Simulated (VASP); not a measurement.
These are r2SCAN meta-GGA, VASP's PBE PAW potentials (set 64) (plane waves; VASP 6.6.1) values and carry that method's errors.

A VASP calculation is set up with these files.

File POSCAR:
```
Ca(100) slab
1
    3.9404282420     0.0000000000     0.0000000000
    0.0000000000     3.9404282420     0.0000000000
    0.0000000000     0.0000000000    26.1253395658
Ca
4
Direct
  0.0000000000   0.5000000000   0.3404906024
  0.5000000000   0.0000000000   0.4454821861
  0.0000000000   0.5000000000   0.5545178139
  0.5000000000   0.0000000000   0.6595093976
```

File KPOINTS:
```
Automatic mesh
0
Gamma
7 7 1
0 0 0
```

INCAR:
```
SYSTEM = Ca(100) slab
PREC = Normal
ENCUT = 400
EDIFF = 1E-6
NELM = 100
ALGO = Normal
LREAL = .FALSE.
LASPH = .TRUE.
ISMEAR = 1
SIGMA = 0.1
METAGGA = R2SCAN
LMIXTAU = .TRUE.
LWAVE = .FALSE.
LCHARG = .FALSE.
NELMIN = 4
LDIPOL = .TRUE.
IDIPOL = 3
DIPOL = 0.5 0.5 0.5
LVHAR = .TRUE.
LORBIT = 11
```

POTCAR, in this order: Ca_sv (PBE.64 set). Program: vasp_std. Read from the step before: WAVECAR.

Output

**OSZICAR**
```
       N       E                     dE             d eps       ncg     rms          rms(c)
DAV:   1    -0.272010358035E+02   -0.27201E+02   -0.37994E-05   536   0.221E-02    0.365E-03
DAV:   2    -0.272010359986E+02   -0.19503E-06   -0.57776E-05   464   0.199E-02    0.178E-03
DAV:   3    -0.272010407956E+02   -0.47970E-05   -0.67833E-06   408   0.123E-02    0.375E-04
DAV:   4    -0.272010364632E+02    0.43325E-05   -0.69507E-07   304   0.800E-03    0.249E-04
DAV:   5    -0.272010345416E+02    0.19216E-05   -0.49991E-07   312   0.685E-03    0.129E-04
DAV:   6    -0.272010367708E+02   -0.22292E-05   -0.26998E-07   304   0.475E-03    0.110E-04
DAV:   7    -0.272010317166E+02    0.50542E-05   -0.65734E-07   312   0.106E-02    0.983E-05
DAV:   8    -0.272010357604E+02   -0.40438E-05   -0.46100E-07   312   0.847E-03    0.674E-05
DAV:   9    -0.272010370426E+02   -0.12822E-05   -0.69831E-08   280   0.265E-03    0.322E-05
DAV:  10    -0.272010360984E+02    0.94420E-06   -0.56959E-07   304   0.830E-03
   1 F= -.27201036E+02 E0= -.27201688E+02  d E =0.195537E-02
```

File OUTCAR:
```
------------------------ aborting loop because EDIFF is reached ----------------------------------------
  FORCE on cell =-STRESS in cart. coord.  units (eV):
  Direction    XX          YY          ZZ          XY          YZ          ZX
  --------------------------------------------------------------------------------------
  Total       -0.7917069     -0.7917069     -0.3398972      0.0000000     -0.0000000      0.0000000
  in kB       -3.1269881     -3.1269881     -1.3424848      0.0000000     -0.0000000      0.0000000
  external PRESSURE =      -2.5321536 kB  Pullay stress =       0.0000000 kB
  volume of cell :      405.65
      direct lattice vectors                 reciprocal lattice vectors
     3.940428242  0.000000000  0.000000000     0.253779523  0.000000000  0.000000000
     0.000000000  3.940428242  0.000000000     0.000000000  0.253779523  0.000000000
     0.000000000  0.000000000 26.125339566     0.000000000  0.000000000  0.038277014
 POSITION                                       TOTAL-FORCE (eV/Angst)
 -----------------------------------------------------------------------------------
      0.00000      1.97021      8.89543        -0.000000      0.000000      0.028981
      1.97021      0.00000     11.63837         0.000000      0.000000      0.012175
      0.00000      1.97021     14.48697        -0.000000      0.000000     -0.012175
      1.97021      0.00000     17.22991        -0.000000      0.000000     -0.028981
 -----------------------------------------------------------------------------------
    total drift:                               -0.000000      0.000000      0.000000
  FREE ENERGIE OF THE ION-ELECTRON SYSTEM (eV)
  ---------------------------------------------------
  free  energy   TOTEN  =       -27.2010360984 eV

  energy  without entropy=      -27.2029914671  energy(sigma->0) =      -27.20168789

 total charge

# of ion       s       p       d       tot
------------------------------------------
    1        2.078   5.834   0.116   8.028
    2        2.071   5.840   0.138   8.049
    3        2.071   5.840   0.138   8.049
    4        2.078   5.834   0.116   8.028
--------------------------------------------------
tot          8.299  23.347   0.508  32.153
```
(Selected blocks of OUTCAR.)

OUTCAR:
```
 val. band max:       -0.8019583706   @ k =   0.4286   0.4286   0.0000

 cond. band min:      -0.7252200332   @ k =   0.4286   0.2857   0.0000


 Fermi energy:        -0.7298864464

 k-point     1 :       0.0000    0.0000    0.0000
  band No.  band energies     occupation
      1     -45.1215      2.00000
      2     -45.1215      2.00000
      3     -44.4883      2.00000
      4     -44.4809      2.00000
      5     -25.2597      2.00000
      6     -25.2597      2.00000
      7     -25.1448      2.00000
      8     -25.1448      2.00000
      9     -25.1448      2.00000
     10     -25.1448      2.00000
     11     -24.6147      2.00000
     12     -24.5580      2.00000
     13     -24.5580      2.00000
     14     -24.5569      2.00000
     15     -24.5369      2.00000
     16     -24.5369      2.00000
     17      -4.6888      2.00000
     18      -4.0366      2.00000
     19      -2.9463      2.00000
     20      -1.7885      2.00000
     21      -0.2768     -0.00000
     22      -0.0146     -0.00000
     23       0.1274     -0.00000
     24       0.3525     -0.00000

 k-point     2 :       0.1429    0.0000    0.0000
  band No.  band energies     occupation
      1     -45.1207      2.00000
      2     -45.1207      2.00000
      3     -44.4871      2.00000
      4     -44.4805      2.00000
      5     -25.2584      2.00000
      6     -25.2584      2.00000
      7     -25.1581      2.00000
      8     -25.1581      2.00000
      9     -25.1437      2.00000
     10     -25.1437      2.00000
     11     -24.6124      2.00000
     12     -24.5762      2.00000
     13     -24.5559      2.00000
     14     -24.5523      2.00000
     15     -24.5494      2.00000
     16     -24.5369      2.00000
     17      -4.4522      2.00000
     18      -3.8084      2.00000
     19      -2.7307      2.00000
     20      -1.5884      2.00000
     21      -0.1892     -0.00000
     22       0.0227     -0.00000
     23       0.1584     -0.00000
     24       0.3005     -0.00000
...
```

The cell is a thin slab with vacuum, built from Ca (fcc): (100) face.
